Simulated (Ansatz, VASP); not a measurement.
**Two plane-wave programs on SrGaI3**

Contents of INCAR:

```
SYSTEM = SrGaI3
ALGO     = Fast           ! electronic algorithm
EDIFF    = 1E-6           ! SCF threshold, eV
EDIFFG   = -0.01          ! ionic threshold
ENCUT    = 600            ! plane-wave cutoff, eV
GGA      = PE             ! functional
IBRION   = 2              ! ionic algorithm
ISIF     = 3              ! what is computed and relaxed
ISMEAR   = 0              ! smearing method
LASPH    = .True.         ! aspherical terms in the spheres
LCHARG   = .False.        ! write CHGCAR
LREAL    = .False.        ! projectors in reciprocal space
LWAVE    = .False.        ! write WAVECAR
NELM     = 60             ! most SCF steps
NSW      = 100            ! ionic steps
PREC     = Accurate       ! precision mode
SIGMA    = 0.1            ! smearing width, eV
```

Contents of KPOINTS:

```
k-points
0
Gamma
  6 6 6
  0 0 0
```

File POSCAR:

```
SrGaI3
1.0
    5.8983974320      0.0000000000      0.0000000000
    0.0000000000      5.8983974320      0.0000000000
    0.0000000000      0.0000000000      5.8983974320
Sr Ga I
1 1 3
Direct
    0.5000000000      0.5000000000      0.5000000000
    0.0000000000      0.0000000000      0.0000000000
    0.5000000000      0.0000000000      0.0000000000
    0.0000000000      0.5000000000      0.0000000000
    0.0000000000      0.0000000000      0.5000000000
```

Input for Ansatz:

```yaml
crystal:
  lattice:
    - [5.898397432, 0.0, 0.0]
    - [0.0, 5.898397432, 0.0]
    - [0.0, 0.0, 5.898397432]
  atoms:
    - { symbol: Sr, position: [0.5, 0.5, 0.5] }
    - { symbol: Ga, position: [0.0, 0.0, 0.0] }
    - { symbol: I, position: [0.5, 0.0, 0.0] }
    - { symbol: I, position: [0.0, 0.5, 0.0] }
    - { symbol: I, position: [0.0, 0.0, 0.5] }
basis:
  ecutwfc: 420
kpoints:
  mp_grid: { grid: [6, 6, 6] }
hamiltonian:
  xc: pbe
scf:
  occupations: { method: gaussian, width: 0.1 }
output:
  forces: true
  stress: true
  eigenvalues: true
  write_density: true
  write_potential: true
  elf: true
  volumetric_format: npy
relax:
  adjacent_minimum: "off"
  f_tol: 0.01
  max_steps: 80
  cell: { stress_tol: 0.05 }
```

Alike in both runs: task relaxation of cell and atoms; functional PBE; k mesh 6 × 6 × 6; occupations gaussian, width 0.1 eV; no spin polarisation.

|  | VASP | Ansatz |
| --- | --- | --- |
| version | VASP 6.6.1 | Ansatz 0.2.0 |
| potentials or method | VASP PAW PBE potentials, release 64 (Sr_sv, Ga_d, I) | scalar-relativistic, plane waves, PAW |
| plane-wave cutoff (eV) | 600 | 420 |
| valence electrons in the cell | 44 | 74 |

```tsv
	VASP	Ansatz	Ansatz less VASP
gap on the k mesh at the Fermi level, each at its own relaxed structure (eV)	none	none	-
relaxed volume (Å³/atom)	40.94	40.96	+0.024
relaxed cell length with the largest relative difference (Å)	5.893	5.894	+0.0011
```

A gap of «none» marks a metal or a gap that the smearing closes. The two sets of potentials don't hold the same shells in valence.

The runs have no spin-orbit coupling, so splittings on I are missing.
